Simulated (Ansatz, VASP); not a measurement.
**ZnHgO2: VASP beside Ansatz**

File INCAR:

```
ALGO = Normal
EDIFF = 1E-6
EDIFFG = -0.02
ENCUT = 600
GGA = RP
IBRION = 2
ISIF = 3
ISMEAR = -1
LASPH = True
LCHARG = False
LREAL = False
LWAVE = False
NELM = 100
NSW = 40
PREC = Accurate
SIGMA = 0.05
```

File KPOINTS:

```
k-points
0
Gamma
  5 5 6
```

Contents of POSCAR:

```
ZnHgO2
1.0
    4.0092200000      0.0000000000      0.0000000000
    0.0000000000      4.0092200000      0.0000000000
    0.0000000000      0.0000000000      3.3045900000
Zn Hg O
1 1 2
Direct
    0.0000000000      0.0000000000      0.0000000000
    0.5000000000      0.5000000000      0.5000000000
    0.5000000000      0.0000000000      0.0000000000
    0.0000000000      0.5000000000      0.0000000000
```

input.yaml

```yaml
crystal:
  lattice:
    - [4.00922, 0.0, 0.0]
    - [0.0, 4.00922, 0.0]
    - [0.0, 0.0, 3.30459]
  atoms:
    - { symbol: Zn, position: [0.0, 0.0, 0.0] }
    - { symbol: Hg, position: [0.5, 0.5, 0.5] }
    - { symbol: O, position: [0.5, 0.0, 0.0] }
    - { symbol: O, position: [0.0, 0.5, 0.0] }
hamiltonian:
  xc: rpbe
  pseudopotentials: { kind: paw }
kpoints:
  mp_grid: { grid: [5, 5, 6] }
scf:
  occupations: { method: fermi_dirac, width: 0.05 }
output:
  forces: true
  stress: true
  eigenvalues: true
  write_density: true
  write_potential: true
  elf: true
  volumetric_format: npy
relax:
  f_tol: 0.01
  max_steps: 40
  cell: { stress_tol: 0.05 }
```

The cell was built by a generator and needn't be a form met in nature.

Alike in both runs: task relaxation of cell and atoms; functional RPBE; k mesh 5 × 5 × 6; occupations fermi-dirac, width 0.05 eV; no spin polarisation.

```csv
,VASP,Ansatz
version,VASP 6.6.1,Ansatz 0.2.0
potentials or method,"VASP PAW PBE potentials, release 64 (Zn, Hg, O)",Ansatz PAW
plane-wave cutoff (eV),600,420
valence electrons in the cell,36,44
```

Ansatz gave:

| Item | Value |
| --- | --- |
| gap on the k mesh at the Fermi level, each at its own relaxed structure (eV) | none |
| relaxed volume (Å³/atom) | 13.82 |
| relaxed cell length with the largest relative difference (Å) | 4.052 |
| energy change over the relaxation (meV/atom) | -7 |

**Question.** Estimate VASP's values.

**Answer.** gap on the k mesh at the Fermi level, each at its own relaxed structure (eV): none; relaxed volume (Å³/atom): 13.91; relaxed cell length with the largest relative difference (Å): 4.063; energy change over the relaxation (meV/atom): -9.

A gap of «none» marks a metal or a gap that the smearing closes. The two sets of potentials don't hold the same shells in valence.

Caveats: the PAW data sets were made with another functional, which shifts forces and pressure a little (VASP); the plane-wave basis is chosen anew once the cell has moved, so the energies of steps on either side of that aren't comparable (Ansatz); the pressure holds a Pulay correction of +0.5 GPa for the finite cutoff (Ansatz); the PAW data sets come from PBE, with cores solved anew for the run's functional, which leaves a small shift of forces and pressure (Ansatz). Spin-orbit coupling is left out, which matters for the levels of Hg.
